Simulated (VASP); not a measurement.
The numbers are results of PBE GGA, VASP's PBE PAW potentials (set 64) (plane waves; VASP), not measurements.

A VASP calculation is set up with these files.

**INCAR**
```
SYSTEM  =  Tb
PREC  =  Accurate; ENCUT  =  400; LREAL  =  .False.
LASPH  =  .True.
EDIFF  =  1E-6; NELM  =  100; ALGO  =  Normal
LMAXMIX  =  6
ISMEAR  =  1; SIGMA  =  0.1
GGA  =  PE
ISIF  =  2
LWAVE  =  .False.; LCHARG  =  .False.
```

### POSCAR
```
Tb
1.0
  1.8360000000  -3.1800450000   0.0000000000
  1.8360000000   3.1800450000   0.0000000000
  0.0000000000   0.0000000000   5.8038000000
Tb
2
Cartesian
  1.8360000000   1.0600171200   1.4509500000
  1.8360000000  -1.0600171200   4.3528500000
```

### KPOINTS
```
Automatic mesh
0
Gamma
9 9 5
0 0 0
```

POTCAR, in this order: Tb_3 (PBE.64 set). Program: vasp_std.

Output

OSZICAR:
```
       N       E                     dE             d eps       ncg     rms          rms(c)
DAV:   1     0.344663056466E+02    0.34466E+02   -0.79036E+03   944   0.101E+03
DAV:   2    -0.717064942171E+01   -0.41637E+02   -0.40818E+02  1041   0.219E+02
DAV:   3    -0.904693783942E+01   -0.18763E+01   -0.17729E+01  1259   0.274E+01
DAV:   4    -0.909243583330E+01   -0.45498E-01   -0.45332E-01  1127   0.454E+00
DAV:   5    -0.909347755817E+01   -0.10417E-02   -0.10415E-02  1331   0.569E-01    0.224E+01
DAV:   6    -0.909214318964E+01    0.13344E-02   -0.23569E-02  1182   0.127E+00    0.134E+01
DAV:   7    -0.909943345111E+01   -0.72903E-02   -0.43026E-02  1163   0.173E+00    0.213E-01
DAV:   8    -0.909910073900E+01    0.33271E-03   -0.23009E-03  1131   0.384E-01    0.568E-02
DAV:   9    -0.909911197584E+01   -0.11237E-04   -0.20630E-04  1141   0.113E-01    0.328E-02
DAV:  10    -0.909910582376E+01    0.61521E-05   -0.31750E-05  1136   0.410E-02    0.411E-02
DAV:  11    -0.909910710428E+01   -0.12805E-05   -0.45025E-06  1106   0.158E-02    0.104E-03
DAV:  12    -0.909910737865E+01   -0.27438E-06   -0.31164E-07   653   0.494E-03
   1 F= -.90991074E+01 E0= -.91001170E+01  d E =0.302893E-02
```

**OUTCAR**
```
------------------------ aborting loop because EDIFF is reached ----------------------------------------
  FORCE on cell =-STRESS in cart. coord.  units (eV):
  Direction    XX          YY          ZZ          XY          YZ          ZX
  --------------------------------------------------------------------------------------
  Total       -0.7048143     -0.7048141     -0.8931168     -0.0000000     -0.0000000      0.0000000
  in kB      -16.6623745    -16.6623716    -21.1139974     -0.0000000     -0.0000000      0.0000000
  external PRESSURE =     -18.1462479 kB  Pullay stress =       0.0000000 kB
  volume of cell :       67.77
      direct lattice vectors                 reciprocal lattice vectors
     1.836000000 -3.180045000  0.000000000     0.272331155 -0.157230479  0.000000000
     1.836000000  3.180045000  0.000000000     0.272331155  0.157230479  0.000000000
     0.000000000  0.000000000  5.803800000     0.000000000  0.000000000  0.172300906
 POSITION                                       TOTAL-FORCE (eV/Angst)
 -----------------------------------------------------------------------------------
      1.83600      1.06002      1.45095         0.000000     -0.000000      0.000000
      1.83600     -1.06002      4.35285        -0.000000      0.000000      0.000000
 -----------------------------------------------------------------------------------
    total drift:                                0.000004      0.000114     -0.000012
  FREE ENERGIE OF THE ION-ELECTRON SYSTEM (eV)
  ---------------------------------------------------
  free  energy   TOTEN  =        -9.0991073787 eV

  energy  without entropy=       -9.1021363041  energy(sigma->0) =       -9.10011702
```
(Selected blocks of OUTCAR.)

OUTCAR:
```
 val. band max:        2.9348116179   @ k =   0.4444   0.1111   0.0000

 cond. band min:       2.9689389413   @ k =   0.3333   0.1111   0.0000


 Fermi energy:         2.9536495593

 k-point     1 :       0.0000    0.0000    0.0000
  band No.  band energies     occupation
      1     -20.0449      2.00000
      2     -19.5313      2.00000
      3     -19.5313      2.00000
      4     -19.4363      2.00000
      5     -19.4363      2.00000
      6     -19.4018      2.00000
      7      -1.8780      2.00000
      8       0.9107      2.00000
      9       4.1110     -0.00000
     10       4.6813     -0.00000
     11       4.6813     -0.00000
     12       4.9393     -0.00000
     13       5.3185      0.00000

 k-point     2 :       0.1111    0.0000    0.0000
  band No.  band energies     occupation
      1     -20.0214      2.00000
      2     -19.5803      2.00000
      3     -19.5477      2.00000
      4     -19.4878      2.00000
      5     -19.4430      2.00000
      6     -19.4127      2.00000
      7      -1.6008      2.00000
      8       1.1791      2.00000
      9       3.7872     -0.00000
     10       4.1192     -0.00000
     11       4.9467     -0.00000
     12       5.0049      0.00000
     13       5.3596      0.00000

 k-point     3 :       0.2222    0.0000    0.0000
  band No.  band energies     occupation
      1     -19.9566      2.00000
      2     -19.7046      2.00000
      3     -19.6130      2.00000
      4     -19.5872      2.00000
      5     -19.4615      2.00000
      6     -19.4456      2.00000
      7      -0.8413      2.00000
      8       1.7944      2.00000
      9       3.0968     -0.06111
     10       3.4328     -0.00000
     11       4.4720     -0.00000
     12       4.9998      0.00000
     13       5.0898      0.00000

 k-point     4 :       0.3333    0.0000    0.0000
  band No.  band energies     occupation
      1     -19.8675      2.00000
      2     -19.8459      2.00000
      3     -19.7471      2.00000
...
```

The 4f electrons are frozen in the core of the lanthanide potential, so 4f levels, which can set the real gap, and their magnetism are missing.

The compound is Tb in the hcp structure. The cell was not relaxed at this level.
